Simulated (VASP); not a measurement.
Output of a VASP run:

**OSZICAR**
```
       N       E                     dE             d eps       ncg     rms          rms(c)
DAV:   1     0.381944465336E+03    0.38194E+03   -0.30357E+04  1124   0.123E+03
DAV:   2    -0.678668040955E+02   -0.44981E+03   -0.44172E+03  1467   0.322E+02
DAV:   3    -0.942559296260E+02   -0.26389E+02   -0.26263E+02  1288   0.869E+01
DAV:   4    -0.947014044658E+02   -0.44547E+00   -0.44432E+00  1432   0.112E+01
DAV:   5    -0.947101037161E+02   -0.86993E-02   -0.86951E-02  1226   0.154E+00    0.206E+01
DAV:   6    -0.880230353526E+02    0.66871E+01   -0.21889E+01  1288   0.244E+01    0.999E+00
DAV:   7    -0.873686445881E+02    0.65439E+00   -0.13177E+00  1288   0.718E+00    0.528E+00
DAV:   8    -0.872289051463E+02    0.13974E+00   -0.78341E-01  1344   0.521E+00    0.126E+00
DAV:   9    -0.872273066382E+02    0.15985E-02   -0.59864E-02  1400   0.145E+00    0.556E-01
DAV:  10    -0.872275501477E+02   -0.24351E-03   -0.19357E-02  1288   0.774E-01    0.170E-01
DAV:  11    -0.872278451449E+02   -0.29500E-03   -0.16251E-03  1400   0.282E-01    0.798E-02
DAV:  12    -0.872280381652E+02   -0.19302E-03   -0.59935E-04  1288   0.142E-01    0.372E-02
DAV:  13    -0.872281272649E+02   -0.89100E-04   -0.14165E-04  1336   0.741E-02    0.122E-02
DAV:  14    -0.872281326358E+02   -0.53709E-05   -0.15520E-05  1408   0.228E-02    0.400E-03
DAV:  15    -0.872281337461E+02   -0.11103E-05   -0.26705E-06   960   0.106E-02    0.205E-03
DAV:  16    -0.872281339183E+02   -0.17222E-06   -0.50736E-07   840   0.450E-03
   1 F= -.87228134E+02 E0= -.87228134E+02  d E =-.371862E-13
```

File OUTCAR:
```
------------------------ aborting loop because EDIFF is reached ----------------------------------------
  FORCE on cell =-STRESS in cart. coord.  units (eV):
  Direction    XX          YY          ZZ          XY          YZ          ZX
  --------------------------------------------------------------------------------------
  Total       17.3939784     10.4026960     17.5619465      5.0450508     -0.7080753     -7.2629619
  in kB      167.7705416    100.3373644    169.3906486     48.6611450     -6.8296148    -70.0536143
  external PRESSURE =     145.8328515 kB  Pullay stress =       0.0000000 kB
  volume of cell :      166.11
      direct lattice vectors                 reciprocal lattice vectors
     5.497070000  0.000000000  0.000000000     0.181915093  0.000000000  0.000000000
     0.000000000  5.497070000  0.000000000     0.000000000  0.181915093  0.000000000
     0.000000000  0.000000000  5.497070000     0.000000000  0.000000000  0.181915093
 POSITION                                       TOTAL-FORCE (eV/Angst)
 -----------------------------------------------------------------------------------
      5.45458      5.47850      5.46442        13.142808     13.937850     12.368215
      2.70121      0.10563      2.69407       -17.143091    -15.366018     16.308139
      2.82085      2.63893      5.44116       -18.725955     20.806137     18.704317
      5.38661      2.80971      2.72461        19.292468    -16.908619     18.233790
      0.67677      0.72995      0.67934        -3.183277     -3.015784     -3.022124
      4.87096      4.80524      4.90423        -9.743236    -10.906950     -9.384130
      2.13278      4.82280      3.44405         0.332666      2.261645     -1.743498
      3.39601      0.59105      2.12512        16.589007     13.116048    -14.655233
      3.39264      2.06152      4.82851        14.138094    -14.782896    -14.841868
      2.11133      3.55376      0.62475         4.299343     -5.945996     -3.761964
      4.78790      3.34251      2.08245       -13.263879     11.846310    -13.716834
      0.74786      2.04282      3.46679        -5.734948      4.958273     -4.488809
 -----------------------------------------------------------------------------------
    total drift:                                0.000612     -0.000224     -0.003391
  FREE ENERGIE OF THE ION-ELECTRON SYSTEM (eV)
  ---------------------------------------------------
  free  energy   TOTEN  =       -87.2281339183 eV

  energy  without entropy=      -87.2281339183  energy(sigma->0) =      -87.22813392
```
(Selected blocks of OUTCAR.)

**POSCAR**
```
CO2
1
    5.4970700000     0.0000000000     0.0000000000
    0.0000000000     5.4970700000     0.0000000000
    0.0000000000     0.0000000000     5.4970700000
C O
4 8
Direct
 -0.0077290000  -0.0033780000  -0.0059390000
  0.4913900000   0.0192160000   0.4900920000
  0.5131550000   0.4800610000  -0.0101710000
 -0.0200950000   0.5111290000   0.4956480000
  0.1231140000   0.1327890000   0.1235830000
  0.8861010000   0.8741450000   0.8921530000
  0.3879850000   0.8773410000   0.6265240000
  0.6177850000   0.1075210000   0.3865910000
  0.6171730000   0.3750220000   0.8783780000
  0.3840820000   0.6464830000   0.1136520000
  0.8709920000   0.6080530000   0.3788290000
  0.1360470000   0.3716190000   0.6306610000
```

Problem. Write an INCAR and KPOINTS that could have produced this output.

Solution. One answer among several that fit: the input of the run itself, PBEsol GGA, plane waves, VASP's PBE PAW potentials (set 64).

INCAR:
```
SYSTEM = CO2
PREC = Accurate
ENCUT = 400
EDIFF = 1E-6
NELM = 100
ALGO = Normal
LREAL = .FALSE.
LASPH = .TRUE.
ISMEAR = -1
SIGMA = 0.01
GGA = PS
LWAVE = .FALSE.
LCHARG = .FALSE.
ISIF = 2
```

### KPOINTS
```
Automatic
0
gamma
3 3 3
```

POTCAR, in this order: C O (PBE.64 set). Program: vasp_std.

At this cut-off the stress carries a Pulay error, which pulls relaxed volumes low.

The structure comes from a computed database's CO2 entry; how it stands against other phases isn't given here. The cell was not relaxed at this level.
